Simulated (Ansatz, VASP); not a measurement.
**AlMoW3: VASP beside Ansatz**

INCAR

```
SYSTEM = AlMoW3
ALGO = Normal
EDIFF = 1E-7
EDIFFG = -0.08
ENCUT = 600
GGA = PE
IBRION = 2
ISIF = 3
ISMEAR = 0
LASPH = .True.
LCHARG = .False.
LREAL = .False.
LWAVE = .False.
NELM = 100
NSW = 36
PREC = Accurate
SIGMA = 0.2
```

KPOINTS

```
k-points
0
Gamma
  5 5 3
  0 0 0
```

File POSCAR:

```
AlMoW3
1.0
    3.6303306000      0.0000000000      0.0000000000
    0.0000000000      3.6303306000      0.0000000000
    0.0000000000      0.0000000000      6.9818578100
Al Mo W
1 1 3
Direct
    0.5000000000      0.5000000000      0.3134720200
    0.5000000000      0.5000000000      0.7711251700
    0.5000000000      0.5000000000      0.0539742200
    0.0000000000      0.0000000000      0.1959107200
    0.0000000000      0.0000000000      0.5873845500
```

Input for Ansatz:

```yaml
crystal:
  lattice:
    - [3.6303306, 0.0, 0.0]
    - [0.0, 3.6303306, 0.0]
    - [0.0, 0.0, 6.98185781]
  atoms:
    - { symbol: Al, position: [0.5, 0.5, 0.31347202] }
    - { symbol: Mo, position: [0.5, 0.5, 0.77112517] }
    - { symbol: W, position: [0.5, 0.5, 0.05397422] }
    - { symbol: W, position: [0.0, 0.0, 0.19591072] }
    - { symbol: W, position: [0.0, 0.0, 0.58738455] }
basis:
  ecutwfc: 420
kpoints:
  mp_grid: { grid: [5, 5, 3] }
hamiltonian:
  xc: pbe
scf:
  occupations: { method: gaussian, width: 0.2 }
  lower_state_search: "off"
output:
  forces: true
  stress: true
  eigenvalues: true
relax:
  adjacent_minimum: "off"
  f_tol: 0.08
  max_steps: 16
  cell: { stress_tol: 0.8 }
```

Alike in both runs: task relaxation of cell and atoms; functional PBE; k mesh 5 × 5 × 3; occupations gaussian, width 0.2 eV; no spin polarisation.

```csv
,VASP,Ansatz
version,VASP 6.6.1,Ansatz 0.2.0
potentials or method,"VASP PAW PBE potentials, release 64 (Al, Mo_sv, W_sv)","scalar-relativistic, plane waves, PAW"
plane-wave cutoff (eV),600,420
valence electrons in the cell,59,59
```

Ansatz gave:

* gap on the k mesh at the Fermi level, each at its own relaxed structure (eV): none
* relaxed volume (Å³/atom): 17.47
* relaxed cell length with the largest relative difference (Å): 8.151
* energy change over the relaxation (meV/atom): -1996

Task: What did VASP give for the same quantities?

Result: gap on the k mesh at the Fermi level, each at its own relaxed structure (eV): none; relaxed volume (Å³/atom): 17.48; relaxed cell length with the largest relative difference (Å): 8.178; energy change over the relaxation (meV/atom): -2038.

A gap of «none» marks a metal or a gap that the smearing closes.

 Spin-orbit coupling is left out, which matters for the levels of W.
